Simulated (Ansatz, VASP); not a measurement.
**Cross-check of Zn (Zinc) between VASP and Ansatz**

Wanted: the spread between two codes on one cell, functional and k mesh. The structure shown is the end of the Ansatz relaxation below.

Program: Ansatz 0.2.0. Level of theory: plane waves, with VASP 6.6.1 beside it; single point at LDA. Results are calculated unless marked as measured.

## (1) The structure

The structure is hexagonal, space group P6_3/mmc (No. 194). The conventional cell has a = 2.559 Å, b = 2.559 Å, c = 4.758 Å, α = 90.00°, β = 90.00°, γ = 120.00°. Nearest to Zn lie 12 Zn at 2.56 to 2.80 Å.

## (2) Ansatz: relaxation, LDA

Ansatz runs on its PAW soft_1 files.

This run makes the geometry at which the two programs are then compared.

The input, input.yaml:

```yaml
crystal:
  lattice:
    - [2.5541076123, 0.0, 0.0]
    - [-1.2770538062, 2.2119220763, 0.0]
    - [0.0, 0.0, 4.7575676499]
  atoms:
    - { symbol: Zn, position: [0.3333333338, 0.6666666662, 0.25] }
    - { symbol: Zn, position: [0.6666666662, 0.3333333338, 0.75] }
kpoints:
  mp_grid: { grid: [18, 18, 10] }
hamiltonian:
  xc: lda
  pseudopotentials: { kind: paw, azcp: { folder: soft_1 }, xc_functional: pbe }
scf:
  occupations: { method: methfessel_paxton, width: 0.2 }
output:
  forces: true
  stress: true
  eigenvalues: true
relax:
  adjacent_minimum: "off"
  f_tol: 0.001
  max_steps: 60
  cell: { stress_tol: 0.01, fix: [c, angles] }
```

Run with:

```console
> ansatz run input.yaml --threads 4 --pin off --max-ram 10240MiB --backend cpu --events-out ev --progress --plain --runs-dir out
```

Numbers of over 12 decimals in the logs are rounded to 6 here.

Output:

```text
Warning: crystal.symmetry: narrowed to the stabiliser of the fixed cell quantities (relax.cell.fix) — unitary ops 24 → 8. The narrowing is safe, since a smaller group never makes results wrong: the run goes on under it, on as many k-points as the starting group would need, or more. Excluded: 16 operations that would move a fixed cell quantity at a test strain (relax.cell.fix fixes c, alpha, beta, gamma). The cell can leave their symmetry as it relaxes.
Engine: ansatz 0.2.0, aarch64-unknown-linux-gnu
Pseudopotentials: kind: paw
Pseudopotential: Zn, paw, valence charge 12, recommended cutoff 420 eV (normal), soft_1/Zn.paw.azcp
Functional definition: SPW92
  exchange = slater_x
  correlation = pw_c
Crystal: 2 atoms, lattice volume = 26.878 Å³
Basis set: ecut = 420 eV, 525 PW (Γ)
Bands: 16, of which v1, the nominal top of the filled ones, is band 12 counted from 1 (11 counted from 0)
Symmetry: 8 space group operations
k-points: 546 of 3240
Non-local potential: Zn, projectors of the file, l = 0: 2, l = 1: 2, l = 2: 3, l = 3: 1
PAW form: soft (Blöchl's): semilocal exchange-correlation on the pseudo side does not see the compensation charge
PAW frozen core: Zn, regenerated for the run's functional, and the local potential with it (the file was generated under x = pbe(κ = 0.804, μ = 0.219515), c = pbe(β = 0.066725))
PAW one-centre angular grid: Zn, 590 points (default); XC on 64 Gauss nodes
Initial density: superposition of atomic densities (chi_scale 0.1, normalization cell)
Initial wavefunctions: pseudopotential atomic-orbital guess
Functional: x = slater, c = lda
SCF iter   1: F=—  HF=-6492.863528 eV  |F-HF|=—  |Δ(HF+E_count)|=         —  Δρ=7.50e-2  dr2=1.08e0  ethr=3.10e-3  ⟨swp⟩=5.7  Hψ=52218  notcnv=0
preconditioner: auto → none  [metal: Δε(μ)=0.063 eV  Ē_g=13.210 eV  σ=0.200 eV  W_gap=0.26  n_scr=4 (ndim 8)  ℏωp=35.1 eV  f_vac=0.000  D(μ)=0.17/eV (n_scr^D=0)  sad-step TF]
SCF iter   2: F=—  HF=-6492.589113 eV  |F-HF|=—  |Δ(HF+E_count)|=   2.74e-1  S|Δr|=    0.00e0  Δρ=2.45e-2  dr2=7.35e-2  ethr=3.10e-3  ⟨swp⟩=2.0  Hψ=21566  notcnv=0  defer=7
SCF iter   3: F=—  HF=-6492.529424 eV  |F-HF|=—  |Δ(HF+E_count)|=   5.97e-2  S|Δr|=    0.00e0  Δρ=1.09e-2  dr2=2.19e-2  ethr=3.06e-4  ⟨swp⟩=2.0  Hψ=20294  notcnv=0  defer=7
SCF iter   4: F=—  HF=-6492.526959 eV  |F-HF|=—  |Δ(HF+E_count)|=   2.47e-3  S|Δr|=    0.00e0  Δρ=5.49e-3  dr2=2.39e-3  ethr=9.11e-5  ⟨swp⟩=2.0  Hψ=14565  notcnv=0  defer=7
SCF iter   5: F=—  HF=-6492.528166 eV  |F-HF|=—  |Δ(HF+E_count)|=   1.21e-3  S|Δr|=    0.00e0  Δρ=6.82e-4  dr2=3.51e-5  ethr=9.97e-6  ⟨swp⟩=2.0  Hψ=15519  notcnv=0  defer=7
SCF iter   6: F=—  HF=-6492.528183 eV  |F-HF|=—  |Δ(HF+E_count)|=   1.62e-5  S|Δr|=    0.00e0  Δρ=6.37e-5  dr2=3.23e-7  ethr=1.46e-7  ⟨swp⟩=2.0  Hψ=15266  notcnv=0  defer=7
SCF iter   7: F=-6492.528183 eV  HF=-6492.528183 eV  |F-HF|=4.13e-10  |Δ(HF+E_count)|=   1.32e-7  S|Δr|=    0.00e0  Δρ=2.62e-6  dr2=9.67e-10  ethr=4.17e-10  ⟨swp⟩=6.8  Hψ=45978  notcnv=0
SCF 1 converged in 7 iterations: F = -6492.528183 eV  dr2 = 9.67e-10
  greatest PAW one-centre occupation: 0.981 electrons in one spin orbital (limit 2), on the Zn atom at site 1 (counted from 0), in its partial waves of l = 2
relax step   1: F+E_penalty+E_count = -6492.52818265 eV  Δ(F+E_penalty+E_count) = +0.000e0 eV  max|allowed force component| = 1.512e-8 eV/Å  Δτ_max = 0.0000 Å  P = +1.192 GPa  Ω = 26.878 Å³  fix = [c, alpha, beta, gamma]  reactions: c +2.401 GPa; gamma -0.000 GPa/rad  (7 SCF iters, dr2 threshold 1.00e-7 eV, accepted)
[...]
relax step   2: F+E_penalty+E_count = -6492.52830222 eV  Δ(F+E_penalty+E_count) = -1.196e-4 eV  max|allowed force component| = 9.484e-9 eV/Å  Δτ_max = 0.0000 Å  P = +0.948 GPa  Ω = 26.930 Å³  energy of the carried Pulay correction = -2.348e-5 eV  fix = [c, alpha, beta, gamma]  reactions: c +2.264 GPa; gamma -0.000 GPa/rad  (4 SCF iters, dr2 threshold 2.00e-7 eV, accepted)
[...]
relax step   3: F+E_penalty+E_count = -6492.52832632 eV  Δ(F+E_penalty+E_count) = -2.411e-5 eV  max|allowed force component| = 1.227e-8 eV/Å  Δτ_max = 0.0000 Å  P = +0.713 GPa  Ω = 26.981 Å³  energy of the carried Pulay correction = -4.645e-5 eV  fix = [c, alpha, beta, gamma]  reactions: c +2.130 GPa; gamma -0.000 GPa/rad  (4 SCF iters, dr2 threshold 2.00e-7 eV, accepted)
[...]
relax step   4: F+E_penalty+E_count = -6492.52837355 eV  Δ(F+E_penalty+E_count) = -4.723e-5 eV  max|allowed force component| = 1.215e-8 eV/Å  Δτ_max = 0.0000 Å  P = +0.712 GPa  Ω = 26.981 Å³  fix = [c, alpha, beta, gamma]  reactions: c +2.130 GPa; gamma -0.000 GPa/rad  stress off target by 2.90e-3 GPa on what of the cell is left free  SCF on the basis re-selected at this cell (its energy is not comparable with the rows above)  (6 SCF iters)
basis re-selected at this cell: Δ(F+E_penalty+E_count) = -4.723e-5 eV, ΔP = -0.001 GPa vs the last step (what re-selecting the basis moved, of the pressure what is left beyond the Pulay correction that the steps carried, after the strain that the cell walked since its last selection, with what the two solves' SCF thresholds leave and, on support functions, any second-order correction that the steps lacked; it is no m [...]
SCF converged after 6 iterations
Stability not checked: this state was not tested for a lower state beside it, because cold or Methfessel-Paxton smearing, or corrected tetrahedra, fill the levels in a way that the test cannot read (fill_not_monotonic; see scf.lower_state_search)
Free energy (F): -6492.528374 eV
Harris-Foulkes:  -6492.528374 eV  (|F-HF|=1.82e-12)
Internal energy: -6492.530359 eV  (E = F + TS)
E sigma→0 (E₀):  -6492.528870 eV
Entropy (-TS):   0.001985 eV (0.992 meV/atom)
Fermi energy:    12.558092 eV
--- Per-component energies (eV) ---
  E_band       = 122.681277
  E_kinetic    = 299.591421
  E_local      = -3368.683805  (includes V_loc(G=0)·N_el)
  E_nonlocal   = 1636.863984
  E_hartree    = 1249.545716
  E_xc         = -158.129132
  E_vxc        = -106.617085  (∫ρ·V_xc dr)
  E_paw        = -3645.860612  (= ΣΔE_a)
  E_vpaw       = -837.564226  (= ΣTr[D̂ρ^β])
  E_aug_tail   = -0.000445  (compensation charges beyond the density's cutoff)
  E_ewald      = -2508.971772
  E_core_change = 3.114287  (= ΣΔE_core)
  E_smearing   = 0.001985  (= −TS)
  E_closure    = 0.000000  (closes the sum)
  Σ components = -6492.528374   (vs F -6492.528374, Δ=0.00e0)
--- Forces (eV/Å), atoms counted from 1 ---
  atom   1  Zn     0.00000001    -0.00000001     0.00000000
  atom   2  Zn    -0.00000001     0.00000001     0.00000000
  max |Σ_I F_I| component: 0.00e0 eV/Å
--- Stress (GPa, compression-positive) ---
        0.002898       0.000003       0.000000
        0.000003       0.002901       0.000000
        0.000000       0.000000       2.129872
  P = ⅓ Tr σ = 0.7119 GPa (7.119 kbar)
--- Band table (eV; the first three rows and the last of 546) ---
  k-point 0: bands = [... 8 lower, 4.9059, 5.1664, 5.1664, 8.2451, 9.4868, 26.9612, 30.7960, 31.3233]
  k-point 1: bands = [... 8 lower, 4.9148, 5.1620, 5.1620, 7.4257, 10.4513, 25.7806, 31.3903, 31.3903]
  k-point 2: bands = [... 8 lower, 4.9398, 5.1487, 5.1487, 6.3475, 11.9726, 23.7110, 31.5882, 31.5882]
  k-point 545: bands = [... 8 lower, 5.3952, 5.3952, 10.2480, 10.2480, 12.8551, 12.8551, 23.2641, 23.2641]
--- Relaxed structure (3 steps of the walk, 3 accepted, 1 SCFs on fresh bases) ---
  F+E_penalty+E_count = -6492.52837355 eV   max|allowed force component| = 1.215e-8 eV/Å   (the final SCF, on the basis selected at the relaxed cell)
  cell:  # Å, volume = 26.9812 Å³
    - [2.559017, 2.8923006910904996e-11, 0.0]
    - [-1.279509, 2.216174, 0.0]
    - [0.0, 0.0, 4.7575676499]
  atoms:
    - { symbol: Zn, position: [0.333333, 0.666667, 0.250000] }
    - { symbol: Zn, position: [0.666667, 0.333333, 0.750000] }
```

## (3) VASP: single point, LDA, pair 1

The same cell, functional (in two slightly different forms), mesh and smearing now go to VASP, with its own data sets.

Lines of VASP's logs that name or quote its potential files are left out, and so is its time.

The input, INCAR:

```
SYSTEM = Zn
PREC = Accurate
ENCUT = 500
EDIFF = 1E-06
NELM = 120
ISMEAR = 1
SIGMA = 0.2
LREAL = .FALSE.
ALGO = Normal
GGA = CA
NBANDS = 18
LORBIT = 11
LWAVE = .FALSE.
LCHARG = .FALSE.
ISIF = 2
LASPH = .TRUE.
GGA_COMPAT = .FALSE.
KPAR = 2
```

The input, POSCAR:

```
Zn
1.0
    2.5590170288      0.0000000000      0.0000000000
   -1.2795085144      2.2161737556      0.0000000000
    0.0000000000      0.0000000000      4.7575676499
Zn
2
Direct
    0.3333333318      0.6666666682      0.2500000000
    0.6666666682      0.3333333318      0.7500000000
```

The input, KPOINTS:

```
Automatic mesh
0
Gamma
18 18 10
0 0 0
```

Potentials, in the order of the species: Zn (LDA family, release 64).

Run with:

```console
> mpirun -np 2 vasp_std
```

Output:

```text
[banner, memory and clock lines left out]
running    2 mpi-ranks, on    1 nodes
 distrk:  each k-point on    1 cores,    2 groups
 distr:  one band on    1 cores,    1 groups

 POSCAR found type information on POSCAR Zn
 POSCAR found :  1 types and       2 ions
 LDA part: xc-table for (Slater(with rela. corr.)+CA(PZ))
 , standard interpolation
 POSCAR, INCAR and KPOINTS ok, starting setup
 FFT: planning ... GRIDC
 FFT: planning ... GRID_SOFT
 FFT: planning ... GRID
 WAVECAR not read
 entering main loop
       N       E                     dE             d eps       ncg     rms          rms(c)
DAV:   1     0.104203518810E+03    0.10420E+03   -0.12305E+04  8304   0.214E+03
DAV:   2     0.939865527057E-01   -0.10411E+03   -0.10134E+03  8040   0.296E+02
DAV:   3    -0.406360976422E+01   -0.41576E+01   -0.41431E+01  8954   0.680E+01
DAV:   4    -0.408510423978E+01   -0.21494E-01   -0.21489E-01  8794   0.495E+00
DAV:   5    -0.408513172913E+01   -0.27489E-04   -0.27489E-04  8616   0.157E-01    0.528E+00
DAV:   6    -0.378720464869E+01    0.29793E+00   -0.11398E+00  8634   0.240E+01    0.368E+00
DAV:   7    -0.376432362892E+01    0.22881E-01   -0.46958E-02 10180   0.390E+00    0.184E+00
DAV:   8    -0.375416104906E+01    0.10163E-01   -0.30920E-03 10984   0.808E-01    0.546E-02
DAV:   9    -0.375412595729E+01    0.35092E-04   -0.27904E-04 10348   0.203E-01    0.294E-02
DAV:  10    -0.375412913956E+01   -0.31823E-05   -0.18397E-05  8728   0.390E-02    0.245E-03
DAV:  11    -0.375412912937E+01    0.10191E-07   -0.63978E-07  5206   0.108E-02
   1 F= -.37541291E+01 E0= -.37547970E+01  d E =0.200365E-02
```

Parts of OUTCAR (step 3):

```text
ion  position               nearest neighbor table
   1  0.333  0.667  0.250-   2 2.80   2 2.80   2 2.80   2 2.80   2 2.80   2 2.80
   2  0.667  0.333  0.750-   1 2.80   1 2.80   1 2.80   1 2.80   1 2.80   1 2.80

  LATTYP: Found a hexagonal cell.
 ALAT       =     2.5590170288
 C/A-ratio  =     1.8591387225

 Subroutine GETGRP returns: Found 24 space group operations
 (whereof 12 operations were pure point group operations)

The static configuration has the point symmetry D_3d.
 The point group associated with its full space group is D_6h.

 Found    222 irreducible k-points:

   k-points           NKPTS =    222   k-points in BZ     NKDIM =    222   number of bands    NBANDS=     18

   dimension x,y,z NGX =    20 NGY =   20 NGZ =   36
   dimension x,y,z NGXF=    40 NGYF=   40 NGZF=   72

   ENCUT  =  500.0 eV  36.75 Ry    6.06 a.u.   4.67  4.67  8.67*2*pi/ulx,y,z

   NELECT =      24.0000    total number of electrons

 k-points in reciprocal lattice and weights: Automatic mesh
   0.00000000  0.00000000  0.00000000       0.000
   0.05555556  0.00000000  0.00000000       0.002
   0.11111111  0.00000000  0.00000000       0.002
   0.16666667  0.00000000  0.00000000       0.002
   0.22222222  0.00000000  0.00000000       0.002
   0.27777778  0.00000000  0.00000000       0.002
   0.33333333  0.00000000  0.00000000       0.002
   0.38888889  0.00000000  0.00000000       0.002
   0.44444444  0.00000000  0.00000000       0.002
[...]
0.33333333  0.27777778  0.50000000       0.004
   0.33333333  0.33333333  0.50000000       0.001

 average (electrostatic) potential at core
       1 -37.4287       2 -37.4287

 E-fermi :   3.8718

 k-point     1 :       0.0000    0.0000    0.0000
  band No.  band energies     occupation
    ...
      9      -3.8253      2.00000
     10      -3.5661      2.00000
     11      -3.5661      2.00000
     12      -0.4422      2.00000
     13       0.7932      2.00000
     14      18.4003      0.00000
     15      22.3485      0.00000
     16      22.7567      0.00000
     17      22.7567      0.00000
     18      24.2141      0.00000

 k-point     2 :       0.0556    0.0000    0.0000
  band No.  band energies     occupation
    ...
      9      -3.8362      2.00000
     10      -3.6425      2.00000
     11      -3.5647      2.00000
     12      -0.2632      2.00000
     13       0.8395      2.00000
     14      18.5132      0.00000
     15      20.7820      0.00000
     16      21.7309      0.00000
     17      22.3049      0.00000
     18      23.3460      0.00000

 k-point     3 :       0.1111    0.0000    0.0000
  band No.  band energies     occupation
    ...
      9      -3.8661      2.00000
     10      -3.7981      2.00000
     11      -3.5619      2.00000
     12       0.2265      2.00000
     13       0.9855      2.00000
     14      17.9401      0.00000
     15      18.8393      0.00000
     16      20.2676      0.00000
     17      21.9599      0.00000
     18      22.6277      0.00000

  Total        0.1496201      0.1496201      0.4473052     -0.0000000     -0.0000000     -0.0000000
  in kB        8.8846146      8.8846146     26.5615015     -0.0000000     -0.0000000     -0.0000000
  external PRESSURE =      14.7769103 kB  Pullay stress =       0.0000000 kB

  energy-cutoff  :      500.00
  volume of cell :       26.98
      direct lattice vectors                 reciprocal lattice vectors
     2.559017029  0.000000000  0.000000000     0.390775047  0.225614079  0.000000000
    -1.279508514  2.216173756  0.000000000     0.000000000  0.451228157  0.000000000
     0.000000000  0.000000000  4.757567650     0.000000000  0.000000000  0.210191441

 POSITION                                       TOTAL-FORCE (eV/Angst)
 -----------------------------------------------------------------------------------
     -0.00000      1.47745      1.18939         0.000000      0.000000      0.000000
      1.27951      0.73872      3.56818        -0.000000      0.000000      0.000000
 -----------------------------------------------------------------------------------
    total drift:                               -0.000000      0.000000      0.000000

  FREE ENERGIE OF THE ION-ELECTRON SYSTEM (eV)
  ---------------------------------------------------
  free  energy   TOTEN  =        -3.7541291294 eV

  energy  without entropy=       -3.7561327801  energy(sigma->0) =       -3.75479701

 total charge
# of ion       s       p       d       tot
------------------------------------------
    1        0.620   0.541   9.730  10.891
    2        0.620   0.541   9.730  10.891
--------------------------------------------------
tot          1.239   1.083  19.459  21.781

[... 3 further parts left out ...]
```

The run ends at a pressure of 1.48 GPa.

## (4) Differences

Known differences besides the potentials themselves: the two LDA forms differ slightly; the cutoff is 420 eV in Ansatz and 500 eV in VASP; VASP's log shows a relativistic correction to its local exchange, Ansatz's none; Ansatz's pressure holds a Pulay correction, VASP's none. Total energies have different zeros and are not compared.

The two programs side by side:

| quantity | Ansatz | VASP | difference |
| --- | --- | --- | --- |
| pressure (GPa) | 0.71 | 1.48 | -0.77 |

## (5) Ansatz: relaxation, LDA

This run makes the geometry at which the two programs are then compared. The cell compared in this pair holds 27.15 Å³, against 26.98 Å³ for the pair before.

The structure compared here is the end of the Ansatz relaxation.

input.yaml, the sections that differ from step 2:

```yaml
crystal:
  lattice:
    - [2.5503256208, 0.0, 0.0]
    - [-1.2751628104, 2.2086467756, 0.0]
    - [0.0, 0.0, 4.8061142586]
  atoms:
    - { symbol: Zn, position: [0.3333333333, 0.6666666667, 0.25] }
    - { symbol: Zn, position: [0.6666666667, 0.3333333333, 0.75] }
# kpoints, hamiltonian, scf, output, relax: as in step 2
```

Run with:

```console
> ansatz run input.yaml --threads 4 --pin off --max-ram 10240MiB --backend cpu --events-out ev --progress --plain --runs-dir out
```

Output:

```text
[...]
Crystal: 2 atoms, lattice volume = 27.072 Å³
Basis set: ecut = 420 eV, 527 PW (Γ)
Bands: 16, of which v1, the nominal top of the filled ones, is band 12 counted from 1 (11 counted from 0)
Symmetry: 8 space group operations
k-points: 546 of 3240
[...]
k-point 545: bands = [... 8 lower, 5.3065, 5.3065, 10.1825, 10.1825, 12.7810, 12.7810, 22.9462, 22.9462]
--- Relaxed structure (3 steps of the walk, 3 accepted, 1 SCFs on fresh bases) ---
[...]
cell:  # Å, volume = 27.1521 Å³
    - [2.554108, 3.9341962338233586e-19, 0]
    - [-1.277054, 2.211922, 0]
    - [0, 0, 4.8061142586]
  atoms:
    - { symbol: Zn, position: [0.333333, 0.666667, 0.25] }
    - { symbol: Zn, position: [0.666667, 0.333333, 0.75] }
[key lines of the parts left out:]
SCF converged after 6 iterations
Free energy (F): -6492.531228 eV
Fermi energy:    12.405727 eV
P = ⅓ Tr σ = 0.3765 GPa (3.765 kbar)
```

## (6) VASP: single point, LDA, pair 2

The same cell, functional (in two slightly different forms), mesh and smearing now go to VASP, with its own data sets.

INCAR is that of step 3.

The input, POSCAR:

```
Zn
1.0
    2.5541076123      0.0000000000      0.0000000000
   -1.2770538062      2.2119220763      0.0000000000
    0.0000000000      0.0000000000      4.8061142586
Zn
2
Direct
    0.3333333338      0.6666666662      0.2500000000
    0.6666666662      0.3333333338      0.7500000000
```

KPOINTS is that of step 3.

Run with:

```console
> mpirun -np 2 vasp_std
```

Output:

```text
[... set-up lines as in an earlier step ...]
 entering main loop
       N       E                     dE             d eps       ncg     rms          rms(c)
DAV:   1     0.104573041008E+03    0.10457E+03   -0.12305E+04  8312   0.213E+03
DAV:   2     0.126648229925E+00   -0.10445E+03   -0.10168E+03  8032   0.296E+02
DAV:   3    -0.406406875412E+01   -0.41907E+01   -0.41749E+01  8970   0.682E+01
DAV:   4    -0.408568291144E+01   -0.21614E-01   -0.21609E-01  8742   0.493E+00
[...]
DAV:   9    -0.375720465703E+01    0.34356E-04   -0.28986E-04 10316   0.207E-01    0.298E-02
DAV:  10    -0.375720779126E+01   -0.31342E-05   -0.19214E-05  8642   0.399E-02    0.252E-03
DAV:  11    -0.375720777410E+01    0.17155E-07   -0.62416E-07  5238   0.104E-02
   1 F= -.37572078E+01 E0= -.37576888E+01  d E =0.144319E-02
```

OUTCAR, selected parts (step 6):

```text
  Total        0.1521320      0.1521320      0.2719845     -0.0000000      0.0000000      0.0000000
  in kB        8.9769322      8.9769322     16.0491322     -0.0000000      0.0000000      0.0000000
  external PRESSURE =      11.3343322 kB  Pullay stress =       0.0000000 kB

 POSITION                                       TOTAL-FORCE (eV/Angst)
 -----------------------------------------------------------------------------------
      0.00000      1.47461      1.20153         0.000000      0.000000      0.000000
      1.27705      0.73731      3.60459        -0.000000     -0.000000      0.000000
 -----------------------------------------------------------------------------------
    total drift:                               -0.000000      0.000000      0.000000

  FREE ENERGIE OF THE ION-ELECTRON SYSTEM (eV)
  ---------------------------------------------------
  free  energy   TOTEN  =        -3.7572077741 eV

  energy  without entropy=       -3.7586509613  energy(sigma->0) =       -3.75768884

[... 1 part as in an earlier step ...]

[... 2 further parts left out ...]
[key lines of the parts left out:]
E-fermi :   3.7726
```

The run ends at a pressure of 1.13 GPa.

## (7) Side by side

Compared:

| quantity | Ansatz | VASP | difference |
| --- | --- | --- | --- |
| pressure (GPa) | 0.38 | 1.13 | -0.76 |

## (8) What came out

```json
{
 "difference in pressure (single point, LDA, pair 1)": "-0.77 GPa",
 "difference in pressure (single point, LDA, pair 2)": "-0.76 GPa"
}
```

In words: The difference in pressure is -0.77 GPa (single point, LDA, pair 1), within the 1 GPa picked in this series as the mark of a large difference. Such differences can come from data sets, numerical settings and the points named under the comparisons, not from the functional's error against experiment.

[Lines on the potential files, build, host, timing and source positions are cut from VASP's logs without a mark.]

[Logs are printed without paths, hosts, clocks, repeated set-up lines and the standing remarks that a program may print on its own settings, such as how far it seeks lower states.]

[Hosts, paths, dates, database ids (printed as entryN), source tags and the programs' standing remarks are cut or masked in the printed files.]
